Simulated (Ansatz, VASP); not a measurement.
# TaN: VASP beside Ansatz, part 2 of 3

One calculation is typed for both programs; each brings its own data sets. How far apart do they land? The cell is taken from a series of runs on this material, whose earlier steps may have relaxed, scaled, displaced or heated it; both programs get it as it stands.

VASP 6.6.1 and Ansatz 0.2.0.

So far: Starting point; Ansatz: zone-centre phonons, LDA.

### 3. VASP: zone-centre phonons, LDA

Level of this step: LDA; plane waves and PAW (N, Ta_pv) (VASP).

The same cell, functional (in two slightly different forms), mesh and smearing now go to VASP, with its own data sets.

Lines of VASP's logs that name or quote its potential files are left out, and so is its time.

Contents of INCAR:

```
SYSTEM = TaN
PREC = Accurate
ENCUT = 600
EDIFF = 1E-08
NELM = 120
ISMEAR = 1
SIGMA = 0.2
LREAL = .FALSE.
ALGO = Normal
GGA = PW92
NBANDS = 30
LASPH = .TRUE.
LORBIT = 11
LWAVE = .FALSE.
LCHARG = .FALSE.
ISIF = 2
IBRION = 8
GGA_COMPAT = .FALSE.
KPAR = 2
```

Contents of POSCAR:

```
TaN
1.0
    5.2550811636      0.0000000000      0.0000000000
   -2.6275405818      4.5510337867      0.0000000000
    0.0000000000      0.0000000000      2.9252442571
N Ta
3 3
Direct
    0.3909191007      0.0000000000      0.0000000000
    0.6090808993      0.6090808993      0.0000000000
    0.0000000000      0.3909191007      0.0000000000
    0.3333333333      0.6666666667      0.5000000000
    0.6666666667      0.3333333333      0.5000000000
    0.0000000000      0.0000000000      0.0000000000
```

Contents of KPOINTS:

```
Automatic mesh
0
Gamma
9 9 12
0 0 0
```

Potentials, in the order of the species: N and Ta_pv (LDA family, release 64).

Command:

```sh
$ mpirun -np 2 vasp_std
```

What it wrote:

```text
[banner, memory and clock lines left out]
running    2 mpi-ranks, on    1 nodes
 distrk:  each k-point on    1 cores,    2 groups
 distr:  one band on    1 cores,    1 groups

 POSCAR found type information on POSCAR N Ta
 POSCAR found :  2 types and       6 ions
|                                                                             |
|               ----> ADVICE to this user running VASP <----                  |
|                                                                             |
|     You enforced a specific xc type in the INCAR file but a different       |
|     [... a line on the potential file left out ...]
|     I HOPE YOU KNOW WHAT YOU ARE DOING!                                     |
|                                                                             |

 LDA part: xc-table for (Slater(with rela. corr.)+PW92), standard interpolation
 POSCAR, INCAR and KPOINTS ok, starting setup
 FFT: planning ... GRIDC
 FFT: planning ... GRID_SOFT
 FFT: planning ... GRID
 WAVECAR not read
 entering main loop
       N       E                     dE             d eps       ncg     rms          rms(c)
DAV:   1     0.470432159947E+03    0.47043E+03   -0.28632E+04  5040   0.185E+03
DAV:   2    -0.531351358312E+02   -0.52357E+03   -0.50539E+03  5910   0.499E+02
DAV:   3    -0.833042118263E+02   -0.30169E+02   -0.29720E+02  6148   0.111E+02
DAV:   4    -0.839139240273E+02   -0.60971E+00   -0.60503E+00  6242   0.151E+01
DAV:   5    -0.839307472866E+02   -0.16823E-01   -0.16802E-01  6270   0.195E+00    0.409E+01
DAV:   6    -0.744115480368E+02    0.95192E+01   -0.61281E+01  6078   0.408E+01    0.175E+01
DAV:   7    -0.740672607904E+02    0.34429E+00   -0.31845E+00  6072   0.946E+00    0.971E+00
DAV:   8    -0.739848709467E+02    0.82390E-01   -0.37758E-01  6138   0.380E+00    0.933E-01
DAV:   9    -0.739709331031E+02    0.13938E-01   -0.48322E-02  6434   0.139E+00    0.391E-01
DAV:  10    -0.739702167095E+02    0.71639E-03   -0.12705E-02  6294   0.528E-01    0.163E-01
DAV:  11    -0.739698938426E+02    0.32287E-03   -0.37232E-03  6406   0.356E-01    0.597E-02
DAV:  12    -0.739698397982E+02    0.54044E-04   -0.31229E-04  6214   0.975E-02    0.162E-02
DAV:  13    -0.739698406098E+02   -0.81163E-06   -0.22166E-05  6886   0.259E-02    0.460E-03
DAV:  14    -0.739698405528E+02    0.57079E-07   -0.10142E-06  6606   0.646E-03    0.137E-03
DAV:  15    -0.739698405449E+02    0.78803E-08   -0.46462E-08  5460   0.164E-03
   1 F= -.73969841E+02 E0= -.73970860E+02  d E =0.305886E-02
 Linear response reoptimize wavefunctions to high precision
DAV:   1    -0.739698405454E+02   -0.49567E-09   -0.89709E-09  5262   0.544E-04
DAV:   2    -0.739698405455E+02   -0.10186E-09   -0.35613E-10  4020   0.142E-04
DAV:   3    -0.739698405454E+02    0.73669E-10   -0.64363E-11  3996   0.564E-05
 Linear response DOF=           7
 Linear response progress:
  Degree of freedom:   1/  7
       N       E                     dE             d eps       ncg     rms          rms(c)
RMM:   1    -0.249149111175E+00   -0.24915E+00    0.11656E-01 21453   0.235E+00
RMM:   2    -0.240985634655E+00    0.81635E-02   -0.14079E-02 17675   0.471E-01    0.351E-01
RMM:   3    -0.241922996327E+00   -0.93736E-03   -0.29375E-03 18354   0.202E-01    0.211E-01
RMM:   4    -0.242968056126E+00   -0.10451E-02   -0.61036E-04 17408   0.106E-01    0.655E-02
RMM:   5    -0.243302590973E+00   -0.33453E-03   -0.11654E-04 19180   0.436E-02    0.254E-02
RMM:   6    -0.243300605431E+00    0.19855E-05   -0.17513E-05 19656   0.168E-02    0.489E-03
RMM:   7    -0.243275581421E+00    0.25024E-04   -0.42597E-07 18407   0.581E-03    0.118E-03
RMM:   8    -0.243272914285E+00    0.26671E-05   -0.93160E-07 20975   0.192E-03    0.556E-04
RMM:   9    -0.243273615093E+00   -0.70081E-06   -0.37300E-07 20481   0.615E-04    0.246E-04
RMM:  10    -0.243273397103E+00    0.21799E-06    0.38013E-08 20634   0.318E-04    0.606E-05
RMM:  11    -0.243273661381E+00   -0.26428E-06   -0.80320E-08 20745   0.180E-04    0.199E-05
RMM:  12    -0.243273682399E+00   -0.21018E-07    0.35232E-08 21650   0.129E-04    0.610E-06
RMM:  13    -0.243273697286E+00   -0.14887E-07   -0.38286E-08 22273   0.113E-04    0.207E-06
RMM:  14    -0.243273699077E+00   -0.17914E-08   -0.30577E-08 21186   0.107E-04    0.940E-07
 first order change of Fermi-energy   0.26410E-01
 force on displaced ion       1 direction 1 : -18.738   0.000   0.000
 Linear response progress:
  Degree of freedom:   2/  7
       N       E                     dE             d eps       ncg     rms          rms(c)
RMM:   1    -0.246472812300E+00   -0.24647E+00    0.14720E-01 35332   0.234E+00
RMM:   2    -0.239879754635E+00    0.65931E-02   -0.16999E-02 29300   0.498E-01    0.361E-01
RMM:   3    -0.240663436663E+00   -0.78368E-03   -0.30261E-03 30321   0.218E-01    0.223E-01
[...]
RMM:  13    -0.228356215911E+00   -0.91177E-09   -0.26132E-08 34213   0.125E-04    0.146E-06
 first order change of Fermi-energy  -0.13624E-03
 force on displaced ion       1 direction 3 :   0.000   0.000 -14.512
 Linear response progress:
  Degree of freedom:   4/  7
       N       E                     dE             d eps       ncg     rms          rms(c)
RMM:   1    -0.174958400265E+00   -0.17496E+00    0.11182E+01 17578   0.201E+01
RMM:   2    -0.204644969603E+00   -0.29687E-01   -0.48098E-02 28048   0.133E+00    0.176E-01
[...]
RMM:  28    -0.203653461942E+00    0.41858E-08    0.38276E-07 37766   0.179E-04    0.551E-07
RMM:  29    -0.203653460217E+00    0.17247E-08    0.39556E-07 38031   0.179E-04    0.599E-07
RMM:  30    -0.203653457935E+00    0.22824E-08    0.42107E-07 38041   0.179E-04    0.580E-07
 first order change of Fermi-energy  -0.36240E-03
 force on displaced ion       4 direction 1 : -23.586  -0.003   0.000
 Linear response progress:
  Degree of freedom:   5/  7
       N       E                     dE             d eps       ncg     rms          rms(c)
RMM:   1    -0.143273874631E+00   -0.14327E+00    0.10477E+01 10766   0.195E+01
RMM:   2    -0.169397169532E+00   -0.26123E-01   -0.38960E-02 16759   0.122E+00    0.130E-01
RMM:   3    -0.168865711457E+00    0.53146E-03   -0.70200E-03 18698   0.307E-01    0.709E-02
RMM:   4    -0.168330339639E+00    0.53537E-03   -0.91597E-04 21594   0.115E-01    0.266E-02
RMM:   5    -0.168152018497E+00    0.17832E-03   -0.82331E-05 20570   0.275E-02    0.705E-03
RMM:   6    -0.168103720358E+00    0.48298E-04   -0.33088E-05 21172   0.105E-02    0.133E-03
RMM:   7    -0.168103849767E+00   -0.12941E-06   -0.22598E-05 20791   0.443E-03    0.495E-04
RMM:   8    -0.168103979758E+00   -0.12999E-06   -0.15108E-05 21513   0.207E-03    0.256E-04
RMM:   9    -0.168104624968E+00   -0.64521E-06   -0.80141E-06 22145   0.117E-03    0.703E-05
RMM:  10    -0.168105136658E+00   -0.51169E-06   -0.52587E-06 20536   0.720E-04    0.304E-05
RMM:  11    -0.168105310486E+00   -0.17383E-06   -0.33403E-06 21755   0.499E-04    0.186E-05
RMM:  12    -0.168105402169E+00   -0.91682E-07   -0.22760E-06 22751   0.365E-04    0.627E-06
RMM:  13    -0.168105373653E+00    0.28516E-07   -0.16115E-06 23203   0.293E-04    0.520E-06
RMM:  14    -0.168105363432E+00    0.10221E-07   -0.97363E-07 22950   0.248E-04    0.691E-06
RMM:  15    -0.168105278834E+00    0.84599E-07   -0.85597E-07 22172   0.227E-04    0.225E-05
RMM:  16    -0.168105302532E+00   -0.23698E-07   -0.50728E-07 22475   0.204E-04    0.168E-05
RMM:  17    -0.168105318854E+00   -0.16322E-07   -0.49243E-07 23202   0.189E-04    0.151E-05
RMM:  18    -0.168105305334E+00    0.13520E-07   -0.26518E-07 22710   0.180E-04    0.156E-05
RMM:  19    -0.168105314871E+00   -0.95374E-08   -0.29994E-07 23441   0.174E-04    0.155E-05
 first order change of Fermi-energy   0.22973E-03
 force on displaced ion       4 direction 3 :   0.000   0.000 -18.519
 Linear response progress:
  Degree of freedom:   6/  7
       N       E                     dE             d eps       ncg     rms          rms(c)
RMM:   1    -0.178099337443E+00   -0.17810E+00    0.10747E+01 10821   0.185E+01
RMM:   2    -0.209619895908E+00   -0.31521E-01   -0.51631E-02 16536   0.123E+00    0.274E-01
RMM:   3    -0.209321720816E+00    0.29818E-03   -0.95584E-03 18994   0.288E-01    0.162E-01
RMM:   4    -0.208947491148E+00    0.37423E-03   -0.99963E-04 19514   0.121E-01    0.666E-02
RMM:   5    -0.208811297368E+00    0.13619E-03   -0.14095E-04 20659   0.409E-02    0.257E-02
RMM:   6    -0.208752610414E+00    0.58687E-04   -0.39989E-05 20382   0.181E-02    0.439E-03
RMM:   7    -0.208749655578E+00    0.29548E-05   -0.14923E-05 20503   0.104E-02    0.213E-03
RMM:   8    -0.208750211248E+00   -0.55567E-06   -0.12329E-05 20282   0.487E-03    0.694E-04
RMM:   9    -0.208752408526E+00   -0.21973E-05   -0.65596E-06 21091   0.248E-03    0.505E-04
RMM:  10    -0.208753229401E+00   -0.82087E-06   -0.52620E-06 20111   0.154E-03    0.185E-04
RMM:  11    -0.208753708186E+00   -0.47879E-06   -0.27424E-06 21950   0.860E-04    0.206E-04
RMM:  12    -0.208754014808E+00   -0.30662E-06   -0.26883E-06 20012   0.692E-04    0.208E-05
RMM:  13    -0.208753976503E+00    0.38305E-07   -0.12515E-06 21874   0.428E-04    0.201E-05
RMM:  14    -0.208754106414E+00   -0.12991E-06   -0.12979E-06 22307   0.326E-04    0.148E-05
[...]
RMM:  21    -0.208754282336E+00    0.14447E-08   -0.35335E-07 23069   0.182E-04    0.427E-07
RMM:  22    -0.208754287804E+00   -0.54681E-08   -0.34715E-07 23387   0.179E-04    0.398E-07
RMM:  23    -0.208754292467E+00   -0.46635E-08   -0.32772E-07 23778   0.177E-04    0.266E-07
RMM:  24    -0.208754288002E+00    0.44654E-08   -0.32357E-07 22995   0.176E-04    0.661E-07
RMM:  25    -0.208754286284E+00    0.17173E-08   -0.31207E-07 22740   0.175E-04    0.988E-07
RMM:  26    -0.208754287752E+00   -0.14672E-08   -0.30792E-07 22355   0.174E-04    0.951E-07
RMM:  27    -0.208754288429E+00   -0.67793E-09   -0.31218E-07 22375   0.174E-04    0.952E-07
RMM:  28    -0.208754287810E+00    0.61902E-09   -0.30085E-07 22364   0.174E-04    0.103E-06
 first order change of Fermi-energy  -0.34938E-03
 force on displaced ion       6 direction 1 : -24.581   0.000   0.000
 Linear response progress:
  Degree of freedom:   7/  7
       N       E                     dE             d eps       ncg     rms          rms(c)
RMM:   1    -0.128024740923E+00   -0.12802E+00    0.13046E+01  8072   0.165E+01
RMM:   2    -0.153415766837E+00   -0.25391E-01   -0.34666E-02 11019   0.996E-01    0.141E-01
RMM:   3    -0.152156696444E+00    0.12591E-02   -0.46234E-03 12664   0.241E-01    0.698E-02
RMM:   4    -0.151272243481E+00    0.88445E-03   -0.73487E-04 13769   0.103E-01    0.324E-02
RMM:   5    -0.150908377991E+00    0.36387E-03   -0.59265E-05 14361   0.294E-02    0.245E-03
RMM:   6    -0.150931976283E+00   -0.23598E-04   -0.83776E-06 14071   0.904E-03    0.126E-03
RMM:   7    -0.150935849868E+00   -0.38736E-05   -0.25423E-06 14925   0.298E-03    0.607E-04
RMM:   8    -0.150941231632E+00   -0.53818E-05   -0.95541E-07 14529   0.136E-03    0.637E-05
RMM:   9    -0.150941433011E+00   -0.20138E-06   -0.55072E-07 14780   0.721E-04    0.354E-05
RMM:  10    -0.150941638584E+00   -0.20557E-06   -0.23240E-07 15378   0.454E-04    0.250E-05
RMM:  11    -0.150941723289E+00   -0.84705E-07   -0.14413E-07 15334   0.324E-04    0.239E-05
RMM:  12    -0.150941694529E+00    0.28760E-07   -0.90284E-08 15176   0.251E-04    0.305E-05
RMM:  13    -0.150941884951E+00   -0.19042E-06   -0.58960E-08 14537   0.216E-04    0.162E-05
RMM:  14    -0.150941965024E+00   -0.80073E-07   -0.48301E-08 15769   0.186E-04    0.107E-05
RMM:  15    -0.150941986751E+00   -0.21726E-07   -0.34715E-08 15747   0.167E-04    0.890E-06
RMM:  16    -0.150941987351E+00   -0.60002E-09   -0.33579E-08 14863   0.156E-04    0.955E-06
 first order change of Fermi-energy   0.56342E-03
 force on displaced ion       6 direction 3 :  -0.000  -0.000 -11.312
 Linear response finished
```

[end of part 2 of 3]

[Lines on the potential files, build, host, timing and source positions are cut from VASP's logs without a mark.]

[Logs are printed without paths, hosts, clocks, repeated set-up lines and the standing remarks that a program may print on its own settings, such as how far it seeks lower states.]

[Hosts, paths, dates, database ids (printed as entryN), source tags and the programs' standing remarks are cut or masked in the printed files.]
